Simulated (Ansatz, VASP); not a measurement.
# Ni2SeS: VASP beside Ansatz, part 2 of 2

Wanted: the spread between two codes on one cell, functional and k mesh. The cell is invented: As first built, before any earlier steps moved the atoms: it takes the MgS structure with some of its atoms replaced by other elements, volume scaled by an estimate. It may not be a known or stable phase. The cell comes out of the VASP series on this material, whose earlier steps may have relaxed, scaled or displaced it; both programs get it as it stands.

VASP 6.6.1 and Ansatz 0.2.0.

So far: Set-up; Ansatz: zone-centre phonons, revPBE with D4.

## Step 3: VASP: zone-centre phonons, revPBE with D4

Level of this step: revPBE with D4, spin-polarised from a ferromagnetic start; plane waves and PAW (Se, Ni, S); invented cell (VASP).

The same cell, functional, mesh and smearing now go to VASP, with its own data sets and cutoff.

Lines of VASP's logs that name or quote its potential files are left out, and so is its time.

Contents of INCAR:

```
SYSTEM = Ni2SeS
PREC = Accurate
ENCUT = 400
EDIFF = 1E-08
NELM = 100
ISMEAR = 1
SIGMA = 0.2
LREAL = .FALSE.
ALGO = Normal
GGA = RE
IVDW = 13
NBANDS = 25
ISPIN = 2
MAGMOM = 0.013 0.026 0.066 0.007
LASPH = .TRUE.
LMAXMIX = 4
LORBIT = 11
LWAVE = .FALSE.
LCHARG = .FALSE.
KPAR = 2
IBRION = 6
NFREE = 2
POTIM = 0.015
ISIF = 2
NSW = 1
```

Contents of POSCAR:

```
Ni2SeS
1.0
    3.3978552123      0.0000000000      0.0000000000
    0.0000000000      3.3978552123      0.0000000000
    0.0000000000      0.0000000000      4.7540606847
Se Ni S
1 2 1
Direct
    0.5000000000      0.5000000000      0.0000000000
    0.5000000000      0.5000000000      0.5000000000
    0.0000000000      0.0000000000      0.0000000000
    0.0000000000      0.0000000000      0.5000000000
```

Contents of KPOINTS:

```
Automatic mesh
0
Gamma
11 11 8
0 0 0
```

PAW data sets: Se, Ni and S (PBE family, release 64).

Launch:

```console
mpirun -np 2 vasp_std
```

Numbers of over 12 decimals in the logs are rounded to 6 here.

Log:

```text
[banner, memory and clock lines left out]
running    2 mpi-ranks, on    1 nodes
 distrk:  each k-point on    1 cores,    2 groups
 distr:  one band on    1 cores,    1 groups

 POSCAR found type information on POSCAR SeNiS
 POSCAR found :  3 types and       4 ions
|                                                                             |
|               ----> ADVICE to this user running VASP <----                  |
|                                                                             |
|     You enforced a specific xc type in the INCAR file but a different       |
|     [... a line on the potential file left out ...]
|     I HOPE YOU KNOW WHAT YOU ARE DOING!                                     |
|                                                                             |

 LDA part: xc-table for (Slater+PW92), standard interpolation
 POSCAR, INCAR and KPOINTS ok, starting setup
 FFT: planning ... GRIDC
 FFT: planning ... GRID_SOFT
 FFT: planning ... GRID
 WAVECAR not read
 entering main loop
       N       E                     dE             d eps       ncg     rms          rms(c)
DAV:   1     0.190504640712E+03    0.19050E+03   -0.11633E+04 10612   0.118E+03
DAV:   2    -0.423076663174E+01   -0.19474E+03   -0.18120E+03 10976   0.276E+02
DAV:   3    -0.189226662779E+02   -0.14692E+02   -0.14143E+02 12827   0.854E+01
DAV:   4    -0.192901316641E+02   -0.36747E+00   -0.36624E+00 12333   0.136E+01
DAV:   5    -0.193011623823E+02   -0.11031E-01   -0.11027E-01 14155   0.240E+00    0.163E+01
DAV:   6    -0.208255204291E+02   -0.15244E+01   -0.20739E+01 12596   0.818E+01    0.198E+01
DAV:   7    -0.174960709592E+02    0.33294E+01   -0.74011E+00 12202   0.626E+01    0.581E+00
DAV:   8    -0.176953132614E+02   -0.19924E+00   -0.14244E+00 16224   0.192E+01    0.488E+00
DAV:   9    -0.175535813399E+02    0.14173E+00   -0.87651E-01 14601   0.186E+01    0.167E+00
DAV:  10    -0.175405809204E+02    0.13000E-01   -0.70690E-02 15507   0.451E+00    0.269E-01
DAV:  11    -0.175411553386E+02   -0.57442E-03   -0.70025E-03 15226   0.805E-01    0.984E-02
DAV:  12    -0.175412654379E+02   -0.11010E-03   -0.30324E-04 12378   0.192E-01    0.551E-02
DAV:  13    -0.175412943585E+02   -0.28921E-04   -0.20396E-05 14175   0.374E-02    0.285E-02
DAV:  14    -0.175412977729E+02   -0.34143E-05   -0.34995E-06 12573   0.166E-02    0.108E-02
DAV:  15    -0.175412977354E+02    0.37514E-07   -0.48361E-07 15883   0.104E-02    0.679E-03
DAV:  16    -0.175412977017E+02    0.33656E-07   -0.15307E-07 13916   0.347E-03    0.358E-03
DAV:  17    -0.175412977255E+02   -0.23766E-07   -0.52597E-08 10702   0.254E-03    0.103E-03
DAV:  18    -0.175412977783E+02   -0.52864E-07   -0.80884E-09  7695   0.100E-03    0.379E-04
DAV:  19    -0.175412977956E+02   -0.17212E-07   -0.20492E-09  6103   0.388E-04    0.137E-04
DAV:  20    -0.175412977953E+02    0.21191E-09   -0.65089E-10  5934   0.215E-04
   1 F= -.21110475E+02 E0= -.21111977E+02  d E =0.450532E-02  mag=    -0.0000
[... from here on, the cycles between the ionic steps are left out ...]
   2 F= -.21109626E+02 E0= -.21111122E+02  d E =0.449013E-02  mag=     0.0000
  10 F= -.21109711E+02 E0= -.21111209E+02  d E =0.449381E-02  mag=    -0.0000
  11 F= -.21109711E+02 E0= -.21111209E+02  d E =0.449386E-02  mag=     0.0000
  12 F= -.21110095E+02 E0= -.21111598E+02  d E =0.450897E-02  mag=    -0.0000
  13 F= -.21110095E+02 E0= -.21111598E+02  d E =0.450891E-02  mag=    -0.0000
  14 F= -.21109985E+02 E0= -.21111485E+02  d E =0.450148E-02  mag=     0.0000
  15 F= -.21109985E+02 E0= -.21111485E+02  d E =0.450140E-02  mag=    -0.0000
  16 F= -.21109762E+02 E0= -.21111265E+02  d E =0.450784E-02  mag=     0.0000
 Finite differences progress:
  Degree of freedom:   8/  8
  Displacement:        1/  2
  Total:              15/ 16
 bond charge predicted
       N       E                     dE             d eps       ncg     rms          rms(c)
DAV:   1    -0.175350390677E+02    0.55481E-02   -0.68028E-01 10610   0.390E+00    0.289E-01
DAV:   2    -0.175406520397E+02   -0.56130E-02   -0.60824E-02 12761   0.158E+00    0.857E-02
DAV:   3    -0.175406156032E+02    0.36437E-04   -0.89487E-04 12266   0.204E-01    0.546E-02
DAV:   4    -0.175406151100E+02    0.49317E-06   -0.28153E-04 15723   0.296E-01    0.648E-02
DAV:   5    -0.175405887651E+02    0.26345E-04   -0.22087E-04 14575   0.303E-01    0.231E-02
DAV:   6    -0.175405879662E+02    0.79890E-06   -0.17138E-05 15272   0.772E-02    0.157E-02
DAV:   7    -0.175405872336E+02    0.73262E-06   -0.32335E-06 14644   0.326E-02    0.983E-03
DAV:   8    -0.175405871305E+02    0.10303E-06   -0.13901E-06 15890   0.137E-02    0.305E-03
DAV:   9    -0.175405871613E+02   -0.30726E-07   -0.23232E-07 12898   0.468E-03    0.513E-04
DAV:  10    -0.175405871611E+02    0.21100E-09   -0.38938E-08 12216   0.134E-03
  17 F= -.21109762E+02 E0= -.21111265E+02  d E =0.450780E-02  mag=    -0.0000
 Finite differences progress:
  Degree of freedom:   8/  8
  Displacement:        2/  2
  Total:              16/ 16
```

Parts of OUTCAR (step 3):

```text
ion  position               nearest neighbor table
   1  0.500  0.500  0.000-   2 2.38   2 2.38   3 2.40   3 2.40   3 2.40   3 2.40
   2  0.500  0.500  0.500-   1 2.38   1 2.38   4 2.40   4 2.40   4 2.40   4 2.40
   3  0.000  0.000  0.000-   4 2.38   4 2.38   1 2.40   1 2.40   1 2.40   1 2.40
   4  0.000  0.000  0.500-   3 2.38   3 2.38   2 2.40   2 2.40   2 2.40   2 2.40

  LATTYP: Found a simple tetragonal cell.
 ALAT       =     3.3978552123
 C/A-ratio  =     1.3991357452

 Subroutine GETGRP returns: Found 16 space group operations
 (whereof 16 operations were pure point group operations)

The static configuration has the point symmetry D_4h.

 Found    105 irreducible k-points:

   k-points           NKPTS =    105   k-points in BZ     NKDIM =    105   number of bands    NBANDS=     25

   dimension x,y,z NGX =    24 NGY =   24 NGZ =   32
   dimension x,y,z NGXF=    48 NGYF=   48 NGZF=   64

   ENCUT  =  400.0 eV  29.40 Ry    5.42 a.u.   5.54  5.54  7.75*2*pi/ulx,y,z

   NELECT =      32.0000    total number of electrons

 k-points in reciprocal lattice and weights: Automatic mesh
   0.00000000  0.00000000  0.00000000       0.001
   0.09090909  0.00000000  0.00000000       0.004
   0.18181818  0.00000000  0.00000000       0.004
   0.27272727  0.00000000  0.00000000       0.004
   0.36363636  0.00000000  0.00000000       0.004
   0.45454545  0.00000000  0.00000000       0.004
   0.09090909  0.09090909  0.00000000       0.004
   0.18181818  0.09090909  0.00000000       0.008
   0.27272727  0.09090909  0.00000000       0.008
[...]
22      17.2938      0.00000
    ...

 k-point     4 :       0.2727    0.0000    0.0000
  band No.  band energies     occupation
    ...
     13       7.3958      1.00000
     14       7.5530      1.00000
     15       7.5858      1.00000
     16       7.9376      1.00040
     17       8.4264      0.72717
     18       9.7797     -0.00000
     19      12.4090     -0.00000
     20      15.4596      0.00000
     21      16.7240      0.00000
     22      16.8343      0.00000
    ...

 k-point     5 :       0.3636    0.0000    0.0000
  band No.  band energies     occupation
    ...
     12       7.0282      1.00000
     13       7.4952      1.00000
     14       7.5343      1.00000
     15       7.5821      1.00000
     16       7.9075      1.00019
     17       9.2382     -0.00000
     18      10.3947     -0.00000
     19      13.0265      0.00000
     20      15.2044      0.00000
     21      16.6551      0.00000
    ...

 k-point     6 :       0.4545    0.0000    0.0000
  band No.  band energies     occupation
    ...
     12       7.1166      1.00000
     13       7.5000      1.00000
     14       7.5782      1.00000
     15       7.6438      1.00000
     16       7.8227      1.00002
     17       9.9170     -0.00000
     18      10.5877     -0.00000
     19      13.6416      0.00000
     20      14.4199      0.00000
     21      16.4333      0.00000
    ...

  DFT-D4 for vdW energy calculation

  Edisp (eV):   -3.56918

  Total      -0.33373    -0.33373     0.27451     0.00000     0.00000     0.00000
  in kB      -9.74176    -9.74176     8.01300     0.00000     0.00000     0.00000
  external pressure =       -3.82 kB  Pullay stress =        0.00 kB

  energy-cutoff  :      400.00
  volume of cell :       54.89
      direct lattice vectors                 reciprocal lattice vectors
     3.397855212  0.000000000  0.000000000     0.294303299  0.000000000  0.000000000
     0.000000000  3.397855212  0.000000000     0.000000000  0.294303299  0.000000000
     0.000000000  0.000000000  4.754060685     0.000000000  0.000000000  0.210346495

 POSITION                                       TOTAL-FORCE (eV/Angst)
 -----------------------------------------------------------------------------------
      1.69893      1.69893      0.00000         0.000000      0.000000     -0.035748
      1.69893      1.69893      2.37703         0.000000      0.000000     -0.010483
      0.00000      0.00000      0.00000        -0.000000      0.000000     -0.049041
      0.00000      0.00000      2.36203         0.000000      0.000000      0.095273
 -----------------------------------------------------------------------------------
    total drift:                               -0.000000      0.000000      0.000036

  FREE ENERGIE OF THE ION-ELECTRON SYSTEM (eV)
  ---------------------------------------------------
  free  energy   TOTEN  =       -21.1097622384 eV

  energy  without entropy=      -21.1142700408  energy(sigma->0) =      -21.11126484

 Eigenvectors and eigenvalues of the dynamical matrix
 ----------------------------------------------------

   1 f  =    8.282316 THz    52.039324 2PiTHz  276.268311 cm-1    34.252890 meV
             X         Y         Z           dx          dy          dz
      1.698928  1.698928  0.000000     0.000000   -0.000000   -0.625613
      1.698928  1.698928  2.377030     0.000000   -0.000000    0.618686
      0.000000  0.000000  0.000000    -0.000000    0.000000   -0.208405
      0.000000  0.000000  2.377030    -0.000000    0.000000    0.427087

   2 f  =    7.447124 THz    46.791658 2PiTHz  248.409307 cm-1    30.798815 meV
             X         Y         Z           dx          dy          dz
      1.698928  1.698928  0.000000     0.000000    0.000000   -0.171719
      1.698928  1.698928  2.377030     0.000000    0.000000    0.483359
      0.000000  0.000000  0.000000    -0.000000   -0.000000    0.309871
      0.000000  0.000000  2.377030    -0.000000   -0.000000   -0.800536

   3 f  =    7.305042 THz    45.898930 2PiTHz  243.669961 cm-1    30.211211 meV
             X         Y         Z           dx          dy          dz
      1.698928  1.698928  0.000000     0.221276   -0.588614    0.000000
      1.698928  1.698928  2.377030     0.070751   -0.188204   -0.000000
      0.000000  0.000000  0.000000    -0.225403    0.599591    0.000000
      0.000000  0.000000  2.377030    -0.138012    0.367124   -0.000000

   4 f  =    7.305042 THz    45.898930 2PiTHz  243.669961 cm-1    30.211211 meV
             X         Y         Z           dx          dy          dz
      1.698928  1.698928  0.000000     0.588614    0.221276    0.000000
      1.698928  1.698928  2.377030     0.188204    0.070751    0.000000
      0.000000  0.000000  0.000000    -0.599591   -0.225403   -0.000000
      0.000000  0.000000  2.377030    -0.367124   -0.138012    0.000000

   5 f  =    6.440399 THz    40.466222 2PiTHz  214.828597 cm-1    26.635339 meV
             X         Y         Z           dx          dy          dz
      1.698928  1.698928  0.000000    -0.220453   -0.046189   -0.000000
      1.698928  1.698928  2.377030     0.430842    0.090270    0.000000
      0.000000  0.000000  0.000000     0.383712    0.080395   -0.000000
      0.000000  0.000000  2.377030    -0.759268   -0.159082    0.000000

   6 f  =    6.440399 THz    40.466222 2PiTHz  214.828597 cm-1    26.635339 meV
             X         Y         Z           dx          dy          dz
      1.698928  1.698928  0.000000    -0.046189    0.220453   -0.000000
      1.698928  1.698928  2.377030     0.090270   -0.430842   -0.000000
      0.000000  0.000000  0.000000     0.080395   -0.383712    0.000000
      0.000000  0.000000  2.377030    -0.159082    0.759268   -0.000000

   7 f  =    3.080758 THz    19.356975 2PiTHz  102.763034 cm-1    12.740987 meV
             X         Y         Z           dx          dy          dz
      1.698928  1.698928  0.000000     0.000000    0.000000   -0.482170
      1.698928  1.698928  2.377030    -0.000000    0.000000   -0.356299
      0.000000  0.000000  0.000000     0.000000    0.000000    0.777642
      0.000000  0.000000  2.377030    -0.000000    0.000000    0.189306

   8 f  =    0.957238 THz     6.014501 2PiTHz   31.930009 cm-1     3.958815 meV
             X         Y         Z           dx          dy          dz
      1.698928  1.698928  0.000000     0.086370   -0.449628   -0.000000
      1.698928  1.698928  2.377030    -0.134285    0.699060   -0.000000
      0.000000  0.000000  0.000000     0.079920   -0.416046   -0.000000
      0.000000  0.000000  2.377030    -0.060887    0.316968   -0.000000

   9 f  =    0.957238 THz     6.014501 2PiTHz   31.930009 cm-1     3.958815 meV
             X         Y         Z           dx          dy          dz
      1.698928  1.698928  0.000000    -0.449628   -0.086370   -0.000000
      1.698928  1.698928  2.377030     0.699060    0.134285   -0.000000
      0.000000  0.000000  0.000000    -0.416046   -0.079920    0.000000
      0.000000  0.000000  2.377030     0.316968    0.060887   -0.000000

  10 f/i=    0.008185 THz     0.051431 2PiTHz    0.273036 cm-1     0.033852 meV
             X         Y         Z           dx          dy          dz
      1.698928  1.698928  0.000000     0.560819    0.172322   -0.000000
      1.698928  1.698928  2.377030     0.486551    0.149502   -0.000000
      0.000000  0.000000  0.000000     0.484123    0.148756   -0.000000
      0.000000  0.000000  2.377030     0.357919    0.109977   -0.000000

  11 f/i=    0.008185 THz     0.051431 2PiTHz    0.273036 cm-1     0.033852 meV
             X         Y         Z           dx          dy          dz
      1.698928  1.698928  0.000000    -0.172322    0.560819   -0.000000
      1.698928  1.698928  2.377030    -0.149502    0.486551   -0.000000
      0.000000  0.000000  0.000000    -0.148756    0.484123   -0.000000
      0.000000  0.000000  2.377030    -0.109977    0.357919   -0.000000

  12 f/i=    0.009411 THz     0.059132 2PiTHz    0.313924 cm-1     0.038922 meV
             X         Y         Z           dx          dy          dz
      1.698928  1.698928  0.000000    -0.000000    0.000000    0.588755
      1.698928  1.698928  2.377030    -0.000000    0.000000    0.506600
      0.000000  0.000000  0.000000    -0.000000    0.000000    0.505787
      0.000000  0.000000  2.377030    -0.000000    0.000000    0.375370

 ELASTIC MODULI CONTR FROM IONIC RELAXATION (kBar)
 Direction    XX          YY          ZZ          XY          YZ          ZX
 --------------------------------------------------------------------------------
 XX           0.0000      0.0000      0.0000      0.0000      0.0000      0.0000
 YY           0.0000      0.0000      0.0000      0.0000      0.0000      0.0000
 ZZ           0.0000      0.0000      0.0000      0.0000      0.0000      0.0000
 XY           0.0000      0.0000      0.0000      0.0000      0.0000      0.0000
 YZ           0.0000      0.0000      0.0000      0.0000      0.0000      0.0000
 ZX           0.0000      0.0000      0.0000      0.0000      0.0000      0.0000
 --------------------------------------------------------------------------------

 total charge
# of ion       s       p       d       tot
------------------------------------------
    1        1.457   2.361   0.103   3.920
    2        0.411   0.417   8.416   9.245
    3        0.429   0.439   8.445   9.312
    4        1.345   2.310   0.000   3.655
--------------------------------------------------
tot          3.642   5.526  16.964  26.132

 magnetization (x)
# of ion       s       p       d       tot
------------------------------------------
    1        0.000   0.000   0.000   0.000
    2        0.000  -0.000  -0.000  -0.000
    3        0.000   0.000   0.000   0.000
    4       -0.000  -0.000   0.000  -0.000
--------------------------------------------------
tot          0.000  -0.000  -0.000  -0.000
```

CONTCAR:

```
Ni2SeS
   1.00000000000000
     3.3978552123000001    0.0000000000000000    0.0000000000000000
     0.0000000000000000    3.3978552123000001    0.0000000000000000
     0.0000000000000000    0.0000000000000000    4.7540606846999998
  Se              Ni              S
     1     2     1
Direct
     0.5000000000000000    0.5000000000000000    0.0000000000000000
     0.5000000000000000    0.5000000000000000    0.5000000000000000
     0.0000000000000000    0.0000000000000000    0.0000000000000000
     0.0000000000000000    0.0000000000000000    0.4968448025814491
```

## Step 4: Comparison

Known differences besides the PAW data sets themselves: the data sets hold 58 valence electrons in Ansatz (default PAW (the set named soft_2) files) and 32 in VASP; the cutoff is 420 eV in Ansatz and 400 eV in VASP; Ansatz makes its cores anew for this functional, VASP keeps those of its PBE data sets; Ansatz takes the dispersion share of the force constants at frozen C6 weights, VASP differentiates the full forces; VASP uses finite displacements, Ansatz perturbation theory. Total energies have different zeros and are not compared.

The two programs side by side:

```csv
quantity,Ansatz,VASP,difference
mode 4 to 5 (cm⁻¹),35.8,31.9,+3.9
mode 6 (cm⁻¹),104.0,102.8,+1.24 %
mode 7 to 8 (cm⁻¹),215.6,214.8,+0.34 %
mode 9 to 10 (cm⁻¹),243.7,243.7,+0.00 %
mode 11 (cm⁻¹),249.3,248.4,+0.34 %
mode 12 (cm⁻¹),275.8,276.3,-0.17 %
```

## Step 5: Summary of results

| Quantity | Value |
| --- | --- |
| difference in mode 4 to 5 (zone-centre phonons, revPBE with D4) | 3.9 cm⁻¹ |
| difference in mode 6 (zone-centre phonons, revPBE with D4) | +1.2 % |

In words: The difference in mode 4 to 5 is 3.9 cm⁻¹ (zone-centre phonons, revPBE with D4). Among the rows given in per cent, the largest difference of the zone-centre phonons, revPBE with D4 pair is in mode 6, +1.2 %. How closely two codes agree says nothing of how well the functional describes the real material.

[Lines on the potential files, build, host, timing and source positions are cut from VASP's logs without a mark.]

[Logs are printed without paths, hosts, clocks, repeated set-up lines and the standing remarks that a program may print on its own settings, such as how far it seeks lower states.]

[Hosts, paths, dates, database ids (printed as entryN), source tags and the programs' standing remarks are cut or masked in the printed files.]
